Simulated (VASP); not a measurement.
All values below come from optB88-vdW, VASP's PBE PAW potentials (set 64) (plane waves; VASP).

VASP input:

**KPOINTS**
```
k-points along high-symmetry lines
15
Line-mode
Reciprocal
  0.000000   0.000000   0.000000 ! GAMMA
  0.500000   0.000000   0.500000 ! X

  0.500000   0.000000   0.500000 ! X
  0.625000   0.250000   0.625000 ! U

  0.375000   0.375000   0.750000 ! K
  0.000000   0.000000   0.000000 ! GAMMA

  0.000000   0.000000   0.000000 ! GAMMA
  0.500000   0.500000   0.500000 ! L

  0.500000   0.500000   0.500000 ! L
  0.500000   0.250000   0.750000 ! W

  0.500000   0.250000   0.750000 ! W
  0.500000   0.000000   0.500000 ! X
```

### POSCAR
```
Rh
1
    0.0000000000     1.9148005699     1.9148005699
    1.9148005699    -0.0000000000     1.9148005699
    1.9148005699     1.9148005699    -0.0000000000
Rh
1
Direct
  0.0000000000   0.0000000000   0.0000000000
```

INCAR:
```
AGGAC = 0.0
ALGO = Normal
EDIFF = 1E-7
ENCUT = 520
GGA = BO
ICHARG = 11
ISMEAR = 0
LASPH = .TRUE.
LCHARG = .FALSE.
LMAXMIX = 4
LORBIT = 11
LREAL = .FALSE.
LUSE_VDW = .TRUE.
LWAVE = .FALSE.
NELM = 100
PARAM1 = 0.1833333333
PARAM2 = 0.22
PREC = Accurate
SIGMA = 0.05
SYSTEM = Rh
```

POTCAR, in this order: Rh_pv (PBE.64 set). Program: vasp_std. Read from the step before: CHGCAR.

Output of the run:

### OSZICAR
```
       N       E                     dE             d eps       ncg     rms          rms(c)
DAV:   1     0.121535809856E+03    0.12154E+03   -0.95722E+03  1989   0.146E+03
DAV:   2    -0.253737729837E+01   -0.12407E+03   -0.11896E+03  2034   0.389E+02
DAV:   3    -0.400737841430E+01   -0.14700E+01   -0.14514E+01  2271   0.479E+01
DAV:   4    -0.401599851630E+01   -0.86201E-02   -0.86168E-02  2235   0.378E+00
DAV:   5    -0.401614896831E+01   -0.15045E-03   -0.15044E-03  2278   0.445E-01
DAV:   6    -0.401615309669E+01   -0.41284E-05   -0.41293E-05  2408   0.644E-02
DAV:   7    -0.401615321026E+01   -0.11357E-06   -0.11401E-06  2081   0.848E-03
DAV:   8    -0.401615321470E+01   -0.44411E-08   -0.36239E-08  1496   0.137E-03
   1 F= -.40161532E+01 E0= -.40141319E+01  d E =-.404255E-02
```

### OUTCAR
```
 val. band max:       11.7484787139   @ k =   0.5000   0.3571   0.6429

 cond. band min:      11.7518925605   @ k =   0.5000   0.0536   0.5536



 k-point     1 :       0.0000    0.0000    0.0000
  band No.  band energies     occupation
      1     -34.9278      2.00000
      2     -34.9278      2.00000
      3     -34.9278      2.00000
      4       3.6880      2.00000
      5       8.4188      2.00000
      6       8.4188      2.00000
      7       8.4188      2.00000
      8      10.4181      2.00000
      9      10.4181      2.00000
     10      27.6313      0.00000
     11      31.8317      0.00000

 k-point     2 :       0.0357    0.0000    0.0357
  band No.  band energies     occupation
      1     -34.9364      2.00000
      2     -34.9310      2.00000
      3     -34.9310      2.00000
      4       3.7558      2.00000
      5       8.3749      2.00000
      6       8.4529      2.00000
      7       8.4529      2.00000
      8      10.3711      2.00000
      9      10.4348      2.00000
     10      27.7287      0.00000
     11      31.8306      0.00000

 k-point     3 :       0.0714    0.0000    0.0714
  band No.  band energies     occupation
      1     -34.9616      2.00000
      2     -34.9404      2.00000
      3     -34.9404      2.00000
      4       3.9563      2.00000
      5       8.2473      2.00000
      6       8.5547      2.00000
      7       8.5547      2.00000
      8      10.2359      2.00000
      9      10.4843      2.00000
     10      28.0145      0.00000
     11      31.8197      0.00000

 k-point     4 :       0.1071    0.0000    0.1071
  band No.  band energies     occupation
      1     -35.0020      2.00000
      2     -34.9554      2.00000
      3     -34.9554      2.00000
      4       4.2788      2.00000
      5       8.0479      2.00000
      6       8.7229      2.00000
      7       8.7229      2.00000
      8      10.0298      2.00000
      9      10.5648      2.00000
     10      28.4703      0.00000
...
```

The density is held fixed in this step, so its total energy and stress have no physical meaning.

The compound is Rh in the fcc structure. It was relaxed first.
